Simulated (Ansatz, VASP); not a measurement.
# Cross-check of AlHNF (F-AlN-H chair, 3 layers, AA) between VASP and Ansatz, part 2 of 2

Aim: how closely do two programs agree when they are given the same cell, functional and k mesh? The structure shown is the start of the Ansatz relaxation below; VASP solves that cell, so the two are compared at the walk's first step.

VASP 6.6.1 and Ansatz 0.2.0.

So far: The structure; Ansatz: relaxation, LDA.

## 3. VASP: single point, LDA, start cell

Level of this step: LDA; plane waves and PAW (H, N, Al, F) (VASP).

The same cell, functional (in two slightly different forms), mesh and smearing now go to VASP, with its own data sets.

Lines of VASP's logs that name or quote its potential files are left out, and so is its time.

INCAR reads:

```
SYSTEM = AlHNF
PREC = Accurate
ENCUT = 520
EDIFF = 1E-06
NELM = 120
ISMEAR = -1
SIGMA = 0.05
LREAL = .FALSE.
ALGO = Normal
GGA = CA
NBANDS = 36
LORBIT = 11
LWAVE = .FALSE.
LCHARG = .FALSE.
ISIF = 2
LDIPOL = .TRUE.
IDIPOL = 3
DIPOL = 0.5 0.5 0.497
LVHAR = .TRUE.
LASPH = .TRUE.
GGA_COMPAT = .FALSE.
NELMDL = -8
KPAR = 2
```

POSCAR reads:

```
AlHNF
1.0
    3.1680000000      0.0000000000      0.0000000000
   -1.5840000000      2.7435680000      0.0000000000
    0.0000000000      0.0000000000     61.6200000000
H N Al F
3 3 3 3
Direct
    0.6666667274      0.3333334548      0.3756897111
    0.6666667274      0.3333334548      0.4720869847
    0.6666667274      0.3333334548      0.5684842584
    0.6666667274      0.3333334548      0.3922427783
    0.6666667274      0.3333334548      0.4886400519
    0.6666667274      0.3333334548      0.5850373255
    0.3333334548      0.6666669097      0.4026290166
    0.3333334548      0.6666669097      0.4990262902
    0.3333334548      0.6666669097      0.5954235638
    0.3333334548      0.6666669097      0.4315157416
    0.3333334548      0.6666669097      0.5279130153
    0.3333334548      0.6666669097      0.6243102889
```

KPOINTS reads:

```
Automatic mesh
0
Gamma
10 10 1
0 0 0
```

PAW data sets: H, N, Al and F (LDA family, release 64).

Command:

```console
$ mpirun -np 2 vasp_std
```

Numbers of over 12 decimals in the logs are rounded to 6 here.

Log:

```text
[banner, memory and clock lines left out]
running    2 mpi-ranks, on    1 nodes
 distrk:  each k-point on    1 cores,    2 groups
 distr:  one band on    1 cores,    1 groups

 POSCAR found type information on POSCAR H N AlF
 POSCAR found :  4 types and      12 ions
 LDA part: xc-table for (Slater(with rela. corr.)+CA(PZ))
 , standard interpolation
|                                                                             |
|           W    W    AA    RRRRR   N    N  II  N    N   GGGG   !!!           |
|           W    W   A  A   R    R  NN   N  II  NN   N  G    G  !!!           |
|           W    W  A    A  R    R  N N  N  II  N N  N  G       !!!           |
|           W WW W  AAAAAA  RRRRR   N  N N  II  N  N N  G  GGG   !            |
|           WW  WW  A    A  R   R   N   NN  II  N   NN  G    G                |
|           W    W  A    A  R    R  N    N  II  N    N   GGGG   !!!           |
|                                                                             |
|     One of the lattice vectors is very long (>50 A), but AMIN is rather     |
|     large. This can spoil convergence since charge sloshing might occur     |
|     along the long lattice vector. If problems with convergence are         |
|     observed, try to decrease AMIN to a smaller value (e.g. 0.01).          |
|     Note: This warning only applies if the self-consistency cycle is        |
|     used.                                                                   |
|                                                                             |

 POSCAR, INCAR and KPOINTS ok, starting setup
 FFT: planning ... GRIDC
 FFT: planning ... GRID_SOFT
 FFT: planning ... GRID
 WAVECAR not read
 entering main loop
       N       E                     dE             d eps       ncg     rms          rms(c)
DAV:   1     0.408701759249E+03    0.40870E+03   -0.18183E+04  1136   0.988E+02
DAV:   2    -0.855641528082E+01   -0.41726E+03   -0.39243E+03  1500   0.243E+02
DAV:   3    -0.854893681346E+02   -0.76933E+02   -0.76293E+02  1268   0.112E+02
DAV:   4    -0.874143345472E+02   -0.19250E+01   -0.19184E+01  1240   0.209E+01
DAV:   5    -0.874455114744E+02   -0.31177E-01   -0.31143E-01  1244   0.258E+00
DAV:   6    -0.874463355227E+02   -0.82405E-03   -0.82374E-03  1284   0.452E-01
DAV:   7    -0.874463622352E+02   -0.26713E-04   -0.26711E-04  1252   0.744E-02
DAV:   8    -0.874463633664E+02   -0.11312E-05   -0.11310E-05  1200   0.156E-02    0.175E+01
DAV:   9    -0.763356473788E+02    0.11111E+02   -0.32212E+01  1268   0.323E+01    0.711E+00
DAV:  10    -0.778975651232E+02   -0.15619E+01   -0.70600E+00  1304   0.931E+00    0.136E+01
DAV:  11    -0.769758799666E+02    0.92169E+00   -0.65722E+00  1288   0.770E+00    0.477E+00
DAV:  12    -0.770938258210E+02   -0.11795E+00   -0.63593E-01  1244   0.390E+00    0.278E+00
DAV:  13    -0.773608495242E+02   -0.26702E+00   -0.10658E-01  1284   0.392E+00    0.178E+00
DAV:  14    -0.773018871393E+02    0.58962E-01   -0.61697E-02  1208   0.124E+00    0.149E+00
[...]
DAV:  40    -0.761796278154E+02    0.56792E-04   -0.19448E-05  1216   0.382E-02    0.449E-02
DAV:  41    -0.761795920422E+02    0.35773E-04   -0.76438E-06  1132   0.253E-02    0.274E-02
DAV:  42    -0.761795743536E+02    0.17689E-04   -0.12958E-06   840   0.963E-03    0.317E-03
DAV:  43    -0.761795784157E+02   -0.40621E-05   -0.72397E-07   756   0.407E-03    0.282E-03
DAV:  44    -0.761795973212E+02   -0.18906E-04   -0.13686E-06   816   0.907E-03    0.222E-02
DAV:  45    -0.761795820591E+02    0.15262E-04   -0.99229E-07   828   0.923E-03    0.482E-03
DAV:  46    -0.761795874877E+02   -0.54286E-05   -0.29092E-07   768   0.531E-03    0.925E-03
DAV:  47    -0.761795878700E+02   -0.38230E-06   -0.12099E-07   744   0.115E-03
   1 F= -.76179588E+02 E0= -.76170245E+02  d E =-.186863E-01
```

OUTCAR, selected parts (step 3):

```text
ion  position               nearest neighbor table
   1  0.667  0.333  0.376-   4 1.02
   2  0.667  0.333  0.472-   5 1.02
   3  0.667  0.333  0.568-   6 1.02
   4  0.667  0.333  0.392-   1 1.02   7 1.94   7 1.94   7 1.94
   5  0.667  0.333  0.489-   2 1.02   8 1.94   8 1.94   8 1.94
   6  0.667  0.333  0.585-   3 1.02   9 1.94   9 1.94   9 1.94
   7  0.333  0.667  0.403-  10 1.78   4 1.94   4 1.94   4 1.94
   8  0.333  0.667  0.499-  11 1.78   5 1.94   5 1.94   5 1.94
   9  0.333  0.667  0.595-  12 1.78   6 1.94   6 1.94   6 1.94
  10  0.333  0.667  0.432-   7 1.78
  11  0.333  0.667  0.528-   8 1.78
  12  0.333  0.667  0.624-   9 1.78

  LATTYP: Found a hexagonal cell.
 ALAT       =     3.1680000000
 C/A-ratio  =    19.4507575758

 Subroutine GETGRP returns: Found  6 space group operations
 (whereof  6 operations were pure point group operations)

The static configuration has the point symmetry C_3v.

 Found     14 irreducible k-points:

   k-points           NKPTS =     14   k-points in BZ     NKDIM =     14   number of bands    NBANDS=     36

   dimension x,y,z NGX =    24 NGY =   24 NGZ =  480
   dimension x,y,z NGXF=    48 NGYF=   48 NGZF=  960

   ENCUT  =  520.0 eV  38.22 Ry    6.18 a.u.   5.89  5.89114.57*2*pi/ulx,y,z

   NELECT =      48.0000    total number of electrons

 k-points in reciprocal lattice and weights: Automatic mesh
   0.00000000  0.00000000  0.00000000       0.010
   0.10000000  0.00000000  0.00000000       0.060
   0.20000000  0.00000000  0.00000000       0.060
   0.30000000  0.00000000  0.00000000       0.060
   0.40000000  0.00000000  0.00000000       0.060
   0.50000000  0.00000000  0.00000000       0.030
   0.10000000  0.10000000  0.00000000       0.060
   0.20000000  0.10000000  0.00000000       0.120
   0.30000000  0.10000000  0.00000000       0.120
[...]
0.40000000  0.20000000  0.00000000       0.060
   0.30000000  0.30000000  0.00000000       0.060

 dipolmoment           0.000000      0.000000      0.431610 electrons x Angstroem

 average (electrostatic) potential at core
       1 -45.7360       2 -43.5278       3 -41.5140       4 -75.0056       5 -72.8984
       6 -70.9045       7 -84.5684       8 -82.5040       9 -80.4427      10 -84.3719
      11 -82.3380      12 -80.2724

 E-fermi :  -4.7030

 k-point     1 :       0.0000    0.0000    0.0000
  band No.  band energies     occupation
    ...
     21      -5.1274      1.99959
     22      -5.1274      1.99959
     23      -5.0834      1.99901
     24      -4.7240      1.20715
     25      -4.7240      1.20714
     26      -3.0890      0.00000
     27      -2.3708      0.00000
     28      -2.1668      0.00000
     29      -1.9541      0.00000
     30      -1.6674      0.00000
    ...

 k-point     2 :       0.1000    0.0000    0.0000
  band No.  band energies     occupation
    ...
     21      -5.5649      2.00000
     22      -5.2254      1.99994
     23      -4.8743      1.93704
     24      -4.7768      1.62779
     25      -4.7362      1.32061
     26      -2.8006      0.00000
     27      -2.0882      0.00000
     28      -1.9303      0.00000
     29      -1.7217      0.00000
     30      -1.4537      0.00000
    ...

 k-point     3 :       0.2000    0.0000    0.0000
  band No.  band energies     occupation
    ...
     20      -6.8749      2.00000
     21      -6.1732      2.00000
     22      -5.4581      2.00000
     23      -5.1824      1.99986
     24      -4.7797      1.64525
     25      -4.1083      0.00001
     26      -2.1860      0.00000
     27      -1.5819      0.00000
     28      -1.3144      0.00000
     29      -1.0708      0.00000
    ...

  Total       -5.2472933     -5.2472915    -16.2742672      0.0000000      0.0000000     -0.0000000
  in kB      -15.6972412    -15.6972357    -48.6843560      0.0000000      0.0000000     -0.0000000
  external PRESSURE =     -26.6929443 kB  Pullay stress =       0.0000000 kB

  energy-cutoff  :      520.00
  volume of cell :      535.58
      direct lattice vectors                 reciprocal lattice vectors
     3.168000000  0.000000000  0.000000000     0.315656566  0.182244435  0.000000000
    -1.584000000  2.743568000  0.000000000     0.000000000  0.364488870  0.000000000
     0.000000000  0.000000000 61.620000000     0.000000000  0.000000000  0.016228497

 POSITION                                       TOTAL-FORCE (eV/Angst)
 -----------------------------------------------------------------------------------
      1.58400      0.91452     23.15000        -0.000000     -0.000000     -0.635796
      1.58400      0.91452     29.09000        -0.000000     -0.000000     -0.670890
      1.58400      0.91452     35.03000         0.000000     -0.000000     -0.685615
      1.58400      0.91452     24.17000         0.000000     -0.000000      1.475848
      1.58400      0.91452     30.11000         0.000000      0.000000      1.435199
      1.58400      0.91452     36.05000         0.000000      0.000000      1.337063
     -0.00000      1.82905     24.81000        -0.000000     -0.000000      2.002450
     -0.00000      1.82905     30.75000        -0.000000     -0.000000      1.907573
     -0.00000      1.82905     36.69000        -0.000000     -0.000000      2.002677
     -0.00000      1.82905     26.59000        -0.000000      0.000000     -2.664889
     -0.00000      1.82905     32.53000         0.000000     -0.000000     -2.670789
     -0.00000      1.82905     38.47000        -0.000000      0.000000     -2.832831
 -----------------------------------------------------------------------------------
    total drift:                                0.000001     -0.004514     -0.000430

  FREE ENERGIE OF THE ION-ELECTRON SYSTEM (eV)
  ---------------------------------------------------
  free  energy   TOTEN  =       -76.1795878700 eV

  energy  without entropy=      -76.1609015335  energy(sigma->0) =      -76.17024470

 vacuum level on the upper side and lower side of the slab         6.828        -2.148

 total charge
# of ion       s       p       d       tot
------------------------------------------
    1        0.617   0.089   0.000   0.705
    2        0.613   0.088   0.000   0.701
    3        0.614   0.088   0.000   0.701
    4        1.215   2.633   0.000   3.848
    5        1.204   2.643   0.000   3.848
    6        1.206   2.640   0.000   3.846
    7        0.358   0.402   0.000   0.760
    8        0.356   0.403   0.000   0.759
    9        0.357   0.404   0.000   0.761
   10        1.730   4.319   0.000   6.049
   11        1.730   4.320   0.000   6.050
   12        1.737   4.272   0.000   6.009
--------------------------------------------------
tot         11.737  22.300   0.000  34.037

[... 3 further parts left out ...]
```

## 4. Comparison

Known differences besides the potentials themselves: the two LDA forms differ slightly; Ansatz cuts the interaction across the vacuum, VASP repeats the sheet with a dipole correction; the cutoff is 420 eV in Ansatz and 520 eV in VASP; VASP's log shows a relativistic correction to its local exchange, Ansatz's none. Total energies have different zeros and are not compared.

Forces on 7 of the 12 atoms, those with the largest forces and the largest differences (eV/Å; atoms numbered as in POSCAR):

| atom | Ansatz x, y, z | VASP x, y, z |
| --- | --- | --- |
| N4 | 0.000, 0.000, 1.433 | 0.000, 0.000, 1.476 |
| Al7 | 0.000, 0.000, 2.095 | 0.000, 0.000, 2.002 |
| Al8 | 0.000, 0.000, 1.998 | 0.000, 0.000, 1.908 |
| Al9 | 0.000, 0.000, 2.113 | 0.000, 0.000, 2.003 |
| F10 | 0.000, 0.000, -2.790 | 0.000, 0.000, -2.665 |
| F11 | 0.000, 0.000, -2.796 | 0.000, 0.000, -2.671 |
| F12 | 0.000, 0.000, -2.975 | 0.000, 0.000, -2.833 |

The forces differ by 53 meV/Å r.m.s., which is 5.0 % of the r.m.s. force of 1.071 eV/Å (both taken over all components). With vacuum in the cell, a pressure given here is an average over mostly empty space and none of the material.

## 5. Summary of results

| Property | Result |
| --- | --- |
| r.m.s. force difference (single point, LDA, start cell) | 5.0 % of the r.m.s. force |

In words: The r.m.s. force difference is 5.0 % of the r.m.s. force (single point, LDA, start cell), beyond the 3 % picked in this series as the mark of a large difference. What causes the difference of the single point, LDA, start cell pair stays open here. 1 further run of this series is not shown here. Such differences can come from data sets, numerical settings and the points named under the comparisons, not from the functional's error against experiment.

[Lines on the potential files, build, host, timing and source positions are cut from VASP's logs without a mark.]

[Logs are printed without paths, hosts, clocks, repeated set-up lines and the standing remarks that a program may print on its own settings, such as how far it seeks lower states.]

[Hosts, paths, dates, database ids (printed as entryN), source tags and the programs' standing remarks are cut or masked in the printed files.]
